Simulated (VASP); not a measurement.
A convergence study with VASP on Cr (bcc, AFM order): one setting is varied, all else stays as given below, so the limit is that of these other settings. Each run relaxes cell and ions from the cell shown. The basis is that of the starting cell, so low cut-offs carry a Pulay error.

```xyz
2
Lattice="2.8800 0.0000 0.0000 0.0000 2.8800 0.0000 0.0000 0.0000 2.8800" Properties=species:S:1:pos:R:3 pbc="T T T"
Cr     0.0000     0.0000     0.0000
Cr     1.4400     1.4400     1.4400
```
Starting moments (μB, in the order of the record's atoms Cr Cr): 1.5 -1.5.

Calculation: PBE GGA, VASP's PBE PAW potentials (set 64) (plane waves; VASP). The tightest run used: 700 eV cut-off, 10×10×10 Γ-centred mesh, first-order Methfessel-Paxton smearing of 0.10 eV, potentials Cr_pv.

Q: The settings run are ENCUT = 250; ENCUT = 300; ENCUT = 350; ENCUT = 400; ENCUT = 450; ENCUT = 500; ENCUT = 550; ENCUT = 600; ENCUT = 650; ENCUT = 700. From which on does the relaxed volume stay within 0.1 Å³/atom of the tightest run?

A: From ENCUT = 300 on: it is off by 0.046 there and by no more than 0.1 in any finer run, while ENCUT = 250 is off by 0.840.
```tsv
setting	relaxed volume (Å³/atom)	E (eV/atom)	plane waves	difference judged (Å³/atom)
ENCUT = 250	10.939	-9.5509	228	0.840
ENCUT = 300	11.733	-9.5358	300	0.046
ENCUT = 350	11.723	-9.5331	370	0.056
ENCUT = 400	11.684	-9.5294	461	0.095
ENCUT = 450	11.733	-9.5290	552	0.046
ENCUT = 500	11.777	-9.5292	624	0.002
ENCUT = 550	11.786	-9.5292	739	0.008
ENCUT = 600	11.780	-9.5291	840	0.001
ENCUT = 650	11.776	-9.5292	916	0.003
ENCUT = 700	11.779	-9.5295	1024	0.000
```

Left out are rungs that failed or repeat a setting and relaxations that didn't move; long series are thinned to 24 rows.

The compound is Cr in the bcc, AFM order structure.
